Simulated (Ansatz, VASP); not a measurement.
# Mg (Magnesium): VASP beside Ansatz, part 2 of 2

Aim: how closely do two programs agree when they are given the same cell, functional and k mesh? The structure shown is the end of the Ansatz relaxation below.

VASP 6.6.1 and Ansatz 0.2.0.

So far. Step 3 (VASP: single point, PBEsol, pair 1): The run ends at a pressure of 1.74 GPa.

## Step 6: VASP: single point, PBEsol, pair 2 (continued)

Level of this step: PBEsol; plane waves and PAW (Mg) (VASP).

Numbers of over 12 decimals in the logs are rounded to 6 here.

OUTCAR, selected parts (step 6):

```text
  Total        0.4635471      0.4635471     -0.0063288      0.0000000      0.0000000      0.0000000
  in kB       16.9880839     16.9880839     -0.2319369      0.0000000      0.0000000      0.0000000
  external PRESSURE =      11.2480770 kB  Pullay stress =       0.0000000 kB

 POSITION                                       TOTAL-FORCE (eV/Angst)
 -----------------------------------------------------------------------------------
     -0.00000      1.80538      1.29065        -0.000000      0.000000      0.000000
      1.56351      0.90269      3.87196         0.000000     -0.000000      0.000000
 -----------------------------------------------------------------------------------
    total drift:                                0.000000     -0.000000      0.000000

  FREE ENERGIE OF THE ION-ELECTRON SYSTEM (eV)
  ---------------------------------------------------
  free  energy   TOTEN  =        -3.4389630403 eV

  energy  without entropy=       -3.4383685261  energy(sigma->0) =       -3.43876487

[... 1 part as in an earlier step ...]

[... 2 further parts left out ...]
[key lines of the parts left out:]
E-fermi :   2.8455
```

The run ends at a pressure of 1.12 GPa.

## Step 7: Differences

What differs besides the data sets and the points named for the pairs above, as far as they apply: the data sets hold 20 valence electrons in Ansatz (on its PAW soft_1 files) and 4 in VASP. Total energies have different zeros and are not compared.

Compared:

```csv
quantity,Ansatz,VASP,difference
pressure (GPa),1.15,1.12,+0.02
```

## Step 8: Ansatz: relaxation, PBEsol

This run makes the geometry at which the two programs are then compared. The cell compared in this pair holds 44.32 Å³, against 43.72 Å³ for the pair before.

The structure compared here is the end of the Ansatz relaxation.

Contents of input.yaml:

```yaml
crystal:
  lattice:
    - [3.1589239266, 0.0, 0.0]
    - [-1.5794619633, 2.735708369, 0.0]
    - [0.0, 0.0, 5.1010707403]
  atoms:
    - { symbol: Mg, position: [0.3333333333, 0.6666666667, 0.25] }
    - { symbol: Mg, position: [0.6666666667, 0.3333333333, 0.75] }
kpoints:
  mp_grid: { grid: [15, 15, 8] }
hamiltonian:
  xc: pbesol
  pseudopotentials: { kind: paw, azcp: { folder: soft_1 }, xc_functional: pbe }
scf:
  occupations: { method: methfessel_paxton, width: 0.2 }
output:
  forces: true
  stress: true
  eigenvalues: true
relax:
  adjacent_minimum: "off"
  f_tol: 0.001
  max_steps: 60
  cell: { stress_tol: 0.01, fix: [a, b, gamma] }
```

On the command line:

```bash
$ ansatz run input.yaml --threads 4 --pin off --max-ram 10240MiB --backend cpu --events-out ev --progress --plain --runs-dir out
```

Log:

```text
[...]
Crystal: 2 atoms, lattice volume = 44.083 Å³
Basis set: ecut = 420 eV, 845 PW (Γ), exchange–correlation on 48×48×72 points (8 copies of the dense FFT grid, shifted against one another)
Bands: 14, of which v1, the nominal top of the filled ones, is band 10 counted from 1 (9 counted from 0)
Symmetry: 24 space group operations
[...]
k-points: 135 of 1800
[...]
--- Relaxed structure (3 steps of the walk, 3 accepted, 1 SCFs on fresh bases) ---
[...]
cell:  # Å, volume = 44.3235 Å³
    - [3.158924, 0, -3.190677353729607e-19]
    - [-1.579462, 2.735708, 1.5953386768647856e-19]
    - [-5.1523465804188295e-19, 0, 5.128916]
  atoms:
    - { symbol: Mg, position: [0.333333, 0.666667, 0.250000] }
    - { symbol: Mg, position: [0.666667, 0.333333, 0.750000] }
[key lines of the parts left out:]
SCF converged after 5 iterations
Free energy (F): -3824.102613 eV
Fermi energy:    5.850156 eV
P = ⅓ Tr σ = 0.5640 GPa (5.640 kbar)
```

## Step 9: VASP: single point, PBEsol, pair 3

The same cell, functional, mesh and smearing now go to VASP, with its own data sets.

Contents of INCAR:

```
SYSTEM = Mg
PREC = Accurate
ENCUT = 600
EDIFF = 1E-06
NELM = 120
ISMEAR = 1
SIGMA = 0.2
LREAL = .FALSE.
ALGO = Normal
GGA = PS
NBANDS = 8
LORBIT = 11
LWAVE = .FALSE.
LCHARG = .FALSE.
ISIF = 2
LASPH = .TRUE.
GGA_COMPAT = .FALSE.
KPAR = 2
```

Contents of POSCAR:

```
Mg
1.0
    3.1589239266      0.0000000000      0.0000000000
   -1.5794619633      2.7357083690      0.0000000000
    0.0000000000      0.0000000000      5.1289156677
Mg
2
Direct
    0.3333333333      0.6666666667      0.2500000000
    0.6666666667      0.3333333333      0.7500000000
```

Contents of KPOINTS:

```
Automatic mesh
0
Gamma
15 15 8
0 0 0
```

PAW data sets: Mg (PBE family, release 64).

On the command line:

```bash
$ mpirun -np 2 vasp_std
```

Log:

```text
[... set-up lines as in an earlier step ...]
 entering main loop
       N       E                     dE             d eps       ncg     rms          rms(c)
DAV:   1    -0.675147221003E+00   -0.67515E+00   -0.14428E+03  2160   0.398E+02
DAV:   2    -0.345059844358E+01   -0.27755E+01   -0.26752E+01  2872   0.236E+01
DAV:   3    -0.346610080363E+01   -0.15502E-01   -0.15445E-01  2888   0.232E+00
DAV:   4    -0.346614892816E+01   -0.48125E-04   -0.48122E-04  3168   0.104E-01
DAV:   5    -0.346614906335E+01   -0.13519E-06   -0.13516E-06  2904   0.378E-03    0.962E-01
DAV:   6    -0.345552757746E+01    0.10621E-01   -0.53819E-04  2624   0.174E-01    0.612E-01
DAV:   7    -0.344601195402E+01    0.95156E-02   -0.22329E-03  2336   0.316E-01    0.310E-02
DAV:   8    -0.344601597185E+01   -0.40178E-05   -0.16421E-05  3408   0.285E-02    0.630E-03
DAV:   9    -0.344601570787E+01    0.26397E-06   -0.90399E-07  2392   0.459E-03
   1 F= -.34460157E+01 E0= -.34456897E+01  d E =-.977877E-03
```

Parts of OUTCAR (step 9):

```text
  Total        0.2258620      0.2258620     -0.0075835     -0.0000000      0.0000000      0.0000000
  in kB        8.1643054      8.1643054     -0.2741235     -0.0000000      0.0000000      0.0000000
  external PRESSURE =       5.3514958 kB  Pullay stress =       0.0000000 kB

 POSITION                                       TOTAL-FORCE (eV/Angst)
 -----------------------------------------------------------------------------------
     -0.00000      1.82381      1.28223         0.000000      0.000000      0.000000
      1.57946      0.91190      3.84669        -0.000000     -0.000000      0.000000
 -----------------------------------------------------------------------------------
    total drift:                                0.000000     -0.000000      0.000000

  FREE ENERGIE OF THE ION-ELECTRON SYSTEM (eV)
  ---------------------------------------------------
  free  energy   TOTEN  =        -3.4460157079 eV

  energy  without entropy=       -3.4450378305  energy(sigma->0) =       -3.44568975

[... 1 part as in an earlier step ...]

[... 2 further parts left out ...]
[key lines of the parts left out:]
E-fermi :   2.7731
```

The run ends at a pressure of 0.54 GPa.

## Step 10: Differences

What differs besides the data sets and the points named for the pairs above, as far as they apply: the data sets hold 20 valence electrons in Ansatz (on its PAW soft_1 files) and 4 in VASP. Total energies have different zeros and are not compared.

Compared:

| quantity | Ansatz | VASP | difference |
| --- | --- | --- | --- |
| pressure (GPa) | 0.56 | 0.54 | +0.03 |

## Step 11: Outcome

| Property | Result |
| --- | --- |
| difference in pressure (single point, PBEsol, pair 1) | 0.014 GPa |
| difference in pressure (single point, PBEsol, pair 2) | 0.022 GPa |
| difference in pressure (single point, PBEsol, pair 3) | 0.029 GPa |

In words: The difference in pressure is 0.029 GPa (single point, PBEsol, pair 3), within the 1 GPa picked in this series as the mark of a large difference. The data sets hold unlike numbers of valence electrons (20 in Ansatz and 4 in VASP), so part of the differences comes from the potentials. 5 further runs of this series are not shown here. How closely two codes agree says nothing of how well the functional describes the real material.

[Lines on the potential files, build, host, timing and source positions are cut from VASP's logs without a mark.]

[Logs are printed without paths, hosts, clocks, repeated set-up lines and the standing remarks that a program may print on its own settings, such as how far it seeks lower states.]

[Hosts, paths, dates, database ids (printed as entryN), source tags and the programs' standing remarks are cut or masked in the printed files.]
